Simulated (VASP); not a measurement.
WS2 (Tungstenite):

```xyz
6
Lattice="3.1800 0.0000 0.0000 -1.5900 2.7540 0.0000 0.0000 0.0000 12.5000" Properties=species:S:1:pos:R:3 pbc="T T T"
W     0.0000    1.8360    3.1250
W     1.5900    0.9180    9.3750
S     0.0000    1.8360    7.8125
S     1.5900    0.9180    1.5625
S     0.0000    1.8360   10.9375
S     1.5900    0.9180    4.6875
```

| Item | Value |
| --- | --- |
| Program | VASP 6.6.1 |
| Task | relaxation of cell and atoms |
| Functional | LDA |
| Potentials or basis | VASP PAW LDA potentials, release 64 (W_sv, S) |
| Cutoff | 600 eV |
| k mesh | 12 × 12 × 3 |
| Occupations | gaussian, width 0.03 eV |
| Spin | no spin polarisation |

At the start: pressure -5.2 GPa; volume 18.24 Å³/atom.

Where does the relaxation end?

Over 14 steps the energy falls by 12.6 meV/atom and the volume is 17.19 Å³/atom (-5.8 %); space group P6_3/mmc (No. 194, to 0.05 Å).

The path:
```csv
step,energy change (eV),largest force (eV/Å),pressure (GPa),volume (Å³)
1,0.0000,0.3130,-5.24,109.47
2,0.2000,1.6105,12.81,100.28
3,-0.0568,0.2463,-0.21,106.42
4,-0.0569,0.2579,-0.10,106.36
5,-0.0666,0.0308,-0.10,105.62
6,-0.0667,0.0557,-0.09,105.70
7,-0.0678,0.0515,-0.11,105.53
8,-0.0708,0.0392,-0.14,105.02
9,-0.0747,0.0154,-0.14,103.98
10,-0.0718,0.0339,0.02,101.91
11,-0.0755,0.0121,-0.07,103.41
12,-0.0755,0.0074,-0.07,103.24
13,-0.0750,0.0064,0.36,102.77
14,-0.0756,0.0042,0.03,103.13
```

Final structure:
```
W S
1.0
     3.12974    0.00000    0.00000
    -1.56487    2.71043    0.00000
     0.00000    0.00000   12.15697
W S
2 4
Cartesian
  0.0000 1.8070 3.0392
  1.5649 0.9035 9.1177
  0.0000 1.8070 7.5547
  1.5649 0.9035 1.4763
  0.0000 1.8070 10.6807
  1.5649 0.9035 4.6022
```
